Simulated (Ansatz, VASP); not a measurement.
# WC: VASP beside Ansatz

Aim: how closely do two programs agree when they are given the same cell, functional and k mesh? The cell is taken from a series of runs on this material, whose earlier steps may have relaxed, scaled, displaced or heated it; both programs get it as it stands.

Program: Ansatz 0.2.0. Level of theory: plane waves, with VASP 6.6.1 beside it; relaxation of cell and atoms at PBEsol. Results are calculated unless marked as measured.

## Step 1: The starting structure

It takes space group Fddd (No. 70, orthorhombic). The conventional cell has a = 6.146 Å, b = 6.146 Å, c = 8.691 Å, α = 90.00°, β = 90.00°, γ = 90.00°. Nearest to W lie 6 C at 2.17 to 2.19 Å. C has 6 W at 2.17 to 2.19 Å nearest. Farther neighbours are not listed.

Structure file:

```cif
data_structure
_symmetry_space_group_name_H-M 'Fddd:1'
_symmetry_Int_Tables_number 70
_cell_length_a 6.1456
_cell_length_b 6.1456
_cell_length_c 8.6911
_cell_angle_alpha 90.000
_cell_angle_beta 90.000
_cell_angle_gamma 90.000
_cell_volume 328.25
loop_
_atom_site_label
_atom_site_type_symbol
_atom_site_symmetry_multiplicity
_atom_site_Wyckoff_symbol
_atom_site_fract_x
_atom_site_fract_y
_atom_site_fract_z
_atom_site_occupancy
W1 W 16 e 0.47722 0.75000 0.25000 1
C1 C 16 f 0.75000 0.52045 0.25000 1
```

## Step 2: Ansatz: relaxation of cell and atoms, PBEsol

Ansatz runs on its PAW soft_1 files.

The relaxed volume is the usual yardstick between codes: in a stiff, nearly cubic crystal its relative difference is about their pressure difference at one cell divided by the bulk modulus.

input.yaml reads:

```yaml
crystal:
  lattice:
    - [0.0, 0.0, -4.3455662117]
    - [4.3455662117, 0.0, 0.0]
    - [2.1727831059, -4.3455662117, -2.1727831059]
  atoms:
    - { symbol: W, position: [0.4772017864, 0.5227631311, 0.0] }
    - { symbol: W, position: [0.0227982136, -0.0227631311, 0.0] }
    - { symbol: W, position: [0.2272017864, 0.7727631311, 0.5] }
    - { symbol: W, position: [0.7727982136, 0.2272368689, 0.5] }
    - { symbol: C, position: [0.5204692083, 0.0204377097, 0.0] }
    - { symbol: C, position: [-0.0204692083, 0.4795622903, 0.0] }
    - { symbol: C, position: [0.2704692083, 0.2704377097, 0.5] }
    - { symbol: C, position: [0.7295307917, 0.7295622903, 0.5] }
kpoints:
  mp_grid: { grid: [10, 10, 10] }
hamiltonian:
  xc: pbesol
  pseudopotentials: { kind: paw, azcp: { folder: soft_1 }, xc_functional: pbe }
scf:
  occupations: { method: methfessel_paxton, width: 0.2 }
output:
  forces: true
  stress: true
  eigenvalues: true
relax:
  adjacent_minimum: "off"
  f_tol: 0.002
  max_steps: 120
  cell: { stress_tol: 0.03 }
```

Command:

```
ansatz run input.yaml --threads 4 --pin off --max-ram 10240MiB --backend cpu --events-out ev --progress --plain --runs-dir out
```

Numbers of over 12 decimals in the logs are rounded to 6 here.

What it wrote:

```text
Engine: ansatz 0.2.0, aarch64-unknown-linux-gnu
Pseudopotentials: kind: paw
Pseudopotential: W, paw, valence charge 14, recommended cutoff 420 eV (normal), soft_1/W.paw.azcp
Pseudopotential: C, paw, valence charge 4, recommended cutoff 420 eV (normal), soft_1/C.paw.azcp
Functional definition: PBEsol
  exchange = pbesol_x
  correlation = pbesol_c
Crystal: 8 atoms, lattice volume = 82.061 Å³
Basis set: ecut = 420 eV, 1591 PW (Γ), exchange–correlation on 60×60×72 points (8 copies of the dense FFT grid, shifted against one another)
Bands: 44, of which v1, the nominal top of the filled ones, is band 36 counted from 1 (35 counted from 0)
Symmetry: 4 space group operations
Space group: C2/c (ITA 15), of the structure as read, at distance tolerance 4.3e-5 Å
k-points: 282 of 1000
Non-local potential: W, projectors of the file, l = 0: 3, l = 1: 2, l = 2: 2, l = 3: 1
Non-local potential: C, projectors of the file, l = 0: 2, l = 1: 2, l = 2: 1
PAW form: soft (Blöchl's): semilocal exchange-correlation on the pseudo side does not see the compensation charge
PAW frozen core: W, regenerated for the run's functional, and the local potential with it (the file was generated under x = pbe(κ = 0.804, μ = 0.219515), c = pbe(β = 0.066725))
PAW frozen core: C, regenerated for the run's functional, and the local potential with it (the file was generated under x = pbe(κ = 0.804, μ = 0.219515), c = pbe(β = 0.066725))
PAW one-centre angular grid: W, 590 points (default); XC on 64 Gauss nodes
PAW one-centre angular grid: C, 110 points (default); XC on 64 Gauss nodes
Initial density: superposition of atomic densities (chi_scale 0.1, normalization cell, long waves kept (reshape's long-wave potential 0.00 eV rms))
Initial wavefunctions: pseudopotential atomic-orbital guess
Functional: x = pbesol(κ = 0.804, μ = 0.123457), c = pbesol(β = 0.046)
SCF iter   1: F=—  HF=-42021.218344 eV  |F-HF|=—  |Δ(HF+E_count)|=         —  Δρ=1.42e-1  dr2=2.28e1  ethr=3.10e-3  ⟨swp⟩=4.8  Hψ=46275  notcnv=0
preconditioner: auto → Kerker (q_TF=auto, 2.669 Å⁻¹)  [metal: Δε(μ)=0.001 eV  Ē_g=8.991 eV  σ=0.200 eV  W_gap=0.01  n_scr=30 (ndim 8)  ℏωp=25.9 eV  f_vac=0.000  D(μ)=3.27/eV (n_scr^D=30)]
SCF iter   2: F=—  HF=-42015.792043 eV  |F-HF|=—  |Δ(HF+E_count)|=    5.43e0  S|Δr|=    0.00e0  Δρ=3.81e-2  dr2=1.30e0  ethr=3.10e-3  ⟨swp⟩=3.0  Hψ=23783  notcnv=0  defer=436
SCF iter   3: F=—  HF=-42015.459720 eV  |F-HF|=—  |Δ(HF+E_count)|=   3.32e-1  S|Δr|=    0.00e0  Δρ=1.55e-2  dr2=1.05e-1  ethr=1.80e-3  ⟨swp⟩=2.2  Hψ=20168  notcnv=0  defer=421
SCF iter   4: F=—  HF=-42015.435407 eV  |F-HF|=—  |Δ(HF+E_count)|=   2.43e-2  S|Δr|=    0.00e0  Δρ=1.98e-3  dr2=3.47e-3  ethr=1.46e-4  ⟨swp⟩=2.5  Hψ=18277  notcnv=0  defer=397
SCF iter   5: F=—  HF=-42015.434804 eV  |F-HF|=—  |Δ(HF+E_count)|=   6.03e-4  S|Δr|=    0.00e0  Δρ=3.97e-4  dr2=1.79e-4  ethr=4.82e-6  ⟨swp⟩=2.0  Hψ=17693  notcnv=0  defer=397
SCF iter   6: F=—  HF=-42015.434766 eV  |F-HF|=—  |Δ(HF+E_count)|=   3.77e-5  S|Δr|=    0.00e0  Δρ=1.47e-4  dr2=2.47e-5  ethr=2.49e-7  ⟨swp⟩=2.1  Hψ=15573  notcnv=0  defer=397
SCF iter   7: F=—  HF=-42015.434762 eV  |F-HF|=—  |Δ(HF+E_count)|=   4.26e-6  S|Δr|=    0.00e0  Δρ=1.18e-5  dr2=1.26e-7  ethr=3.43e-8  ⟨swp⟩=2.1  Hψ=17336  notcnv=0  defer=397
SCF iter   8: F=-42015.434762 eV  HF=-42015.434762 eV  |F-HF|=9.79e-9  |Δ(HF+E_count)|=  2.91e-11  S|Δr|=    0.00e0  Δρ=3.44e-6  dr2=1.21e-8  ethr=1.39e-10  ⟨swp⟩=9.6  Hψ=50256  notcnv=0
SCF 1 converged in 8 iterations: F = -42015.434762 eV  dr2 = 1.21e-8
  greatest PAW one-centre occupation: 0.999 electrons in one spin orbital (limit 2), on the W atom at site 3 (counted from 0), in its partial waves of l = 0
relax step   1: F+E_penalty+E_count = -42015.43476218 eV  Δ(F+E_penalty+E_count) = +0.000e0 eV  max|allowed force component| = 1.122e-1 eV/Å  Δτ_max = 0.0000 Å  P = +0.297 GPa  Ω = 82.061 Å³  (8 SCF iters, dr2 threshold 1.00e-7 eV, accepted)
[...]
relax step  24: F+E_penalty+E_count = -42015.56547402 eV  Δ(F+E_penalty+E_count) = -5.238e-4 eV  max|allowed force component| = 1.824e-3 eV/Å  Δτ_max = 0.0000 Å  P = -0.014 GPa  Ω = 82.261 Å³  stress off target by 3.51e-2 GPa  SCF on the basis re-selected at this cell (its energy is not comparable with the rows above)  (4 SCF iters)
[...]
relax step  25: F+E_penalty+E_count = -42015.56547974 eV  Δ(F+E_penalty+E_count) = -5.720e-6 eV  max|allowed force component| = 5.724e-5 eV/Å  Δτ_max = 0.0002 Å  P = +0.002 GPa  Ω = 82.258 Å³  energy of the carried Pulay correction = +4.581e-6 eV  (4 SCF iters, dr2 threshold 3.09e-9 eV, accepted)
[...]
relax step  26: F+E_penalty+E_count = -42015.56546750 eV  Δ(F+E_penalty+E_count) = +1.223e-5 eV  max|allowed force component| = 5.648e-5 eV/Å  Δτ_max = 0.0000 Å  P = +0.002 GPa  Ω = 82.258 Å³  stress off target by 4.45e-3 GPa  SCF on the basis re-selected at this cell (its energy is not comparable with the rows above)  (3 SCF iters)
basis re-selected at this cell: Δ(F+E_penalty+E_count) = +1.223e-5 eV, ΔP = -0.000 GPa vs the last step (what re-selecting the basis moved, of the pressure what is left beyond the Pulay correction that the steps carried, after the strain that the cell walked since its last selection, with what the two solves' SCF thresholds leave and, on support functions, any second-order correction that the steps lacked; it is no m [...]
SCF converged after 3 iterations
Stability not checked: this state was not tested for a lower state beside it, because cold or Methfessel-Paxton smearing, or corrected tetrahedra, fill the levels in a way that the test cannot read (fill_not_monotonic; see scf.lower_state_search)
Free energy (F): -42015.565468 eV
Harris-Foulkes:  -42015.565468 eV  (|F-HF|=3.64e-11)
Internal energy: -42015.570230 eV  (E = F + TS)
E sigma→0 (E₀):  -42015.566658 eV
Entropy (-TS):   0.004762 eV (0.595 meV/atom)
Fermi energy:    21.745704 eV
--- Per-component energies (eV) ---
  E_band       = -228.237075
  E_kinetic    = 2043.002720
  E_local      = -2362.736008  (includes V_loc(G=0)·N_el)
  E_nonlocal   = 1.538366
  E_hartree    = 969.393174
  E_xc         = -1255.514592
  E_vxc        = -1162.458471  (∫ρ·V_xc dr)
  E_paw        = -34187.908405  (= ΣΔE_a)
  E_vpaw       = -686.370634  (= ΣTr[D̂ρ^β])
  E_aug_tail   = 0.000649  (compensation charges beyond the density's cutoff)
  E_ewald      = -7224.317968
  E_core_change = 0.971833  (= ΣΔE_core)
  E_smearing   = 0.004762  (= −TS)
  E_closure    = -0.000000  (closes the sum)
  Σ components = -42015.565468   (vs F -42015.565468, Δ=0.00e0)
--- Forces (eV/Å), atoms counted from 1 ---
  atom   1  W      0.00000058     0.00005648    -0.00003933
  atom   2  W     -0.00000058     0.00005648     0.00003933
  atom   3  W      0.00000058    -0.00005648    -0.00003933
  atom   4  W     -0.00000058    -0.00005648     0.00003933
  atom   5  C      0.00001166     0.00003559     0.00004708
  atom   6  C     -0.00001166     0.00003559    -0.00004708
  atom   7  C      0.00001166    -0.00003559     0.00004708
  atom   8  C     -0.00001166    -0.00003559    -0.00004708
  max |Σ_I F_I| component: 0.00e0 eV/Å
--- Stress (GPa, compression-positive) ---
        0.004350       0.000000       0.000462
        0.000000      -0.002065      -0.000000
        0.000462      -0.000000       0.002343
  P = ⅓ Tr σ = 0.0015 GPa (0.015 kbar)
--- Band table (eV; the first three rows and the last of 282) ---
  k-point 0: bands = [... 32 lower, 19.9138, 20.5515, 20.7551, 20.8505, 20.9682, 21.0443, 21.3403, 21.6713, ... 4 higher]
  k-point 1: bands = [... 32 lower, 19.6942, 19.8270, 20.4773, 20.8586, 20.9686, 21.0783, 21.5686, 22.6338, ... 4 higher]
  k-point 2: bands = [... 32 lower, 19.5201, 19.6278, 20.1503, 20.4268, 21.4621, 21.5181, 21.5963, 22.8485, ... 4 higher]
  k-point 281: bands = [... 32 lower, 21.5635, 21.5635, 22.8791, 22.8791, 23.1383, 23.1383, 23.2522, 23.2522, ... 4 higher]
--- Relaxed structure (24 steps of the walk, 22 accepted, 2 SCFs on fresh bases) ---
  F+E_penalty+E_count = -42015.56546750 eV   max|allowed force component| = 5.648e-5 eV/Å   (the final SCF, on the basis selected at the relaxed cell)
  cell:  # Å, volume = 82.2578 Å³
    - [6.738098105816936e-6, 2.513399228581454e-11, -4.368843]
    - [4.287727, 2.4667325493200764e-11, -6.738098105816936e-6]
    - [2.143867, -4.391204, -2.184425]
  atoms:
    - { symbol: W, position: [0.466698, 0.488212, 0.023576] }
    - { symbol: W, position: [0.00972692, -0.011787, 0.023576] }
    - { symbol: W, position: [0.240273, 0.761787, 0.476424] }
    - { symbol: W, position: [0.783302, 0.261788, 0.476424] }
    - { symbol: C, position: [0.525707, 0.0096786, -0.019358] }
    - { symbol: C, position: [-0.00634881, 0.509679, -0.019358] }
    - { symbol: C, position: [0.256349, 0.240321, 0.519358] }
    - { symbol: C, position: [0.724293, 0.740321, 0.519358] }
```

(Continued in part 2 of 2.)

[Lines on the potential files, build, host, timing and source positions are cut from VASP's logs without a mark.]

[Logs are printed without paths, hosts, clocks, repeated set-up lines and the standing remarks that a program may print on its own settings, such as how far it seeks lower states.]

[Hosts, paths, dates, database ids (printed as entryN), source tags and the programs' standing remarks are cut or masked in the printed files.]
